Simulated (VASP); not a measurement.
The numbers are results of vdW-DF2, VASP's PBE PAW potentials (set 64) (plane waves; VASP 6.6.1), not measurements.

VASP ran on this input.

POSCAR:
```
LiF
1
    0.0000000000     2.0150000000     2.0150000000
    2.0150000000     0.0000000000     2.0150000000
    2.0150000000     2.0150000000     0.0000000000
Li F
1 1
Direct
  0.0000000000   0.0000000000   0.0000000000
  0.5000000000   0.5000000000   0.5000000000
```

### KPOINTS
```
Automatic mesh
0
Gamma
10 10 10
0 0 0
```

INCAR:
```
SYSTEM = LiF
PREC = Accurate
ENCUT = 520
EDIFF = 1E-6
NELM = 100
ALGO = Normal
LREAL = .FALSE.
LASPH = .TRUE.
ISMEAR = 0
SIGMA = 0.05
GGA = ML
ZAB_VDW = -1.8867
LUSE_VDW = .TRUE.
AGGAC = 0.0
LWAVE = .FALSE.
LCHARG = .FALSE.
IBRION = 2
ISIF = 3
NSW = 60
EDIFFG = -0.01
```

POTCAR, in this order: Li_sv F (PBE.64 set). Program: vasp_std.

Output of the run:

**OUTCAR**
```
 ion  position               nearest neighbor table
   1  0.000  0.000  0.000-   2 2.02   2 2.02   2 2.02   2 2.02   2 2.02   2 2.02
   2  0.500  0.500  0.500-   1 2.02   1 2.02   1 2.02   1 2.02   1 2.02   1 2.02
  LATTYP: Found a face centered cubic cell.
 ALAT       =     4.0300000000
 Subroutine PRICEL returns:
 Original cell was already a primitive cell.
 Subroutine GETGRP returns: Found 48 space group operations
The static configuration has the point symmetry O_h .
The dynamic configuration has the point symmetry O_h .
 Subroutine INISYM returns: Found 48 space group operations
 Subroutine IBZKPT returns following result:
 Found     47 irreducible k-points:

 Following reciprocal coordinates:
            Coordinates               Weight
  0.000000  0.000000  0.000000      1.000000
  0.100000  0.000000  0.000000      8.000000
  0.200000  0.000000  0.000000      8.000000
  0.300000  0.000000  0.000000      8.000000
  0.400000  0.000000  0.000000      8.000000
  0.500000  0.000000  0.000000      4.000000
  0.100000  0.100000  0.000000      6.000000
  0.200000  0.100000  0.000000     24.000000
  0.300000  0.100000  0.000000     24.000000
  0.400000  0.100000  0.000000     24.000000
  0.500000  0.100000  0.000000     24.000000
 -0.400000  0.100000  0.000000     24.000000
 -0.300000  0.100000  0.000000     24.000000
 -0.200000  0.100000  0.000000     24.000000
 -0.100000  0.100000  0.000000     12.000000
  0.200000  0.200000  0.000000      6.000000
  0.300000  0.200000  0.000000     24.000000
  0.400000  0.200000  0.000000     24.000000
  0.500000  0.200000  0.000000     24.000000
 -0.400000  0.200000  0.000000     24.000000
 -0.300000  0.200000  0.000000     24.000000
 -0.200000  0.200000  0.000000     12.000000
  0.300000  0.300000  0.000000      6.000000
  0.400000  0.300000  0.000000     24.000000
...
```

OSZICAR:
```
       N       E                     dE             d eps       ncg     rms          rms(c)
DAV:   1     0.335338587772E+02    0.33534E+02   -0.56575E+03   871   0.112E+03
DAV:   2    -0.729798309488E+01   -0.40832E+02   -0.40401E+02   907   0.210E+02
DAV:   3    -0.829972400573E+01   -0.10017E+01   -0.99977E+00  1120   0.314E+01
DAV:   4    -0.831109555132E+01   -0.11372E-01   -0.11369E-01  1113   0.334E+00
DAV:   5    -0.831116471607E+01   -0.69165E-04   -0.69164E-04  1139   0.179E-01    0.546E+00
DAV:   6    -0.754898324791E+01    0.76218E+00   -0.42383E+00   861   0.159E+01    0.137E+00
DAV:   7    -0.754385889525E+01    0.51244E-02   -0.32265E-02   945   0.225E+00    0.830E-01
DAV:   8    -0.753833130010E+01    0.55276E-02   -0.20809E-02  1028   0.185E+00    0.103E-01
DAV:   9    -0.753839382366E+01   -0.62524E-04   -0.10542E-03   980   0.363E-01    0.502E-02
DAV:  10    -0.753847504535E+01   -0.81222E-04   -0.14339E-04   862   0.167E-01    0.338E-02
DAV:  11    -0.753847156840E+01    0.34770E-05   -0.19657E-05  1011   0.632E-02    0.433E-03
DAV:  12    -0.753847142568E+01    0.14272E-06   -0.79971E-07  1015   0.117E-02
   1 F= -.75384714E+01 E0= -.75384714E+01  d E =-.753847E+01
       N       E                     dE             d eps       ncg     rms          rms(c)
DAV:   1    -0.756428631815E+01   -0.25815E-01   -0.45612E-01   848   0.697E+00    0.125E+00
DAV:   2    -0.754172956205E+01    0.22557E-01   -0.13896E-01   862   0.304E+00    0.231E-01
DAV:   3    -0.754113911033E+01    0.59045E-03   -0.10371E-03  1207   0.363E-01    0.136E-01
DAV:   4    -0.754091882396E+01    0.22029E-03   -0.29803E-04  1343   0.173E-01    0.101E-02
DAV:   5    -0.754092160621E+01   -0.27823E-05   -0.15860E-05   895   0.419E-02    0.331E-03
DAV:   6    -0.754092052466E+01    0.10816E-05   -0.10313E-06   896   0.107E-02    0.119E-03
DAV:   7    -0.754092087748E+01   -0.35281E-06   -0.47399E-08   426   0.263E-03
   2 F= -.75409209E+01 E0= -.75409209E+01  d E =-.244945E-02
       N       E                     dE             d eps       ncg     rms          rms(c)
DAV:   1    -0.755110591403E+01   -0.10185E-01   -0.18963E-01   849   0.448E+00    0.806E-01
DAV:   2    -0.754171615413E+01    0.93898E-02   -0.58595E-02   861   0.197E+00    0.149E-01
DAV:   3    -0.754146411118E+01    0.25204E-03   -0.46001E-04  1213   0.238E-01    0.878E-02
DAV:   4    -0.754137643825E+01    0.87673E-04   -0.12340E-04  1340   0.112E-01    0.666E-03
DAV:   5    -0.754137812716E+01   -0.16889E-05   -0.67143E-06   863   0.271E-02    0.211E-03
DAV:   6    -0.754137727142E+01    0.85574E-06   -0.39094E-07   541   0.682E-03
   3 F= -.75413773E+01 E0= -.75413773E+01  d E =-.290585E-02
```

File OUTCAR:
```
------------------------ aborting loop because EDIFF is reached ----------------------------------------
  FORCE on cell =-STRESS in cart. coord.  units (eV):
  Direction    XX          YY          ZZ          XY          YZ          ZX
  --------------------------------------------------------------------------------------
  Total        0.0014437      0.0014437      0.0014437      0.0000000      0.0000000      0.0000000
  in kB        0.1377161      0.1377161      0.1377161      0.0000000      0.0000000      0.0000000
  external PRESSURE =       0.1377161 kB  Pullay stress =       0.0000000 kB
  volume of cell :       16.80
      direct lattice vectors                 reciprocal lattice vectors
    -0.000000000  2.032626198  2.032626198    -0.245987187  0.245987187  0.245987187
     2.032626198  0.000000000  2.032626198     0.245987187 -0.245987187  0.245987187
     2.032626198  2.032626198 -0.000000000     0.245987187  0.245987187 -0.245987187
  FREE ENERGIE OF THE ION-ELECTRON SYSTEM (eV)
  ---------------------------------------------------
  free  energy   TOTEN  =        -7.5413772714 eV

  energy  without entropy=       -7.5413772714  energy(sigma->0) =       -7.54137727

 reached required accuracy - stopping structural energy minimisation
```
(Selected blocks of OUTCAR.)

**CONTCAR**
```
LiF
   1.00000000000000
    -0.0000000000000000    2.0326261979413811    2.0326261979413811
     2.0326261979413811    0.0000000000000000    2.0326261979413811
     2.0326261979413811    2.0326261979413811   -0.0000000000000000
  Li              F
     1     1
Direct
     0.0000000000000000    0.0000000000000000    0.0000000000000000
     0.5000000000000000    0.5000000000000000    0.5000000000000000
```

Energy and stress use the plane-wave basis of the starting cell.

The compound is LiF in the rock salt structure. This run relaxes it. Symmetry was kept, so distortions that lower it aren't found.
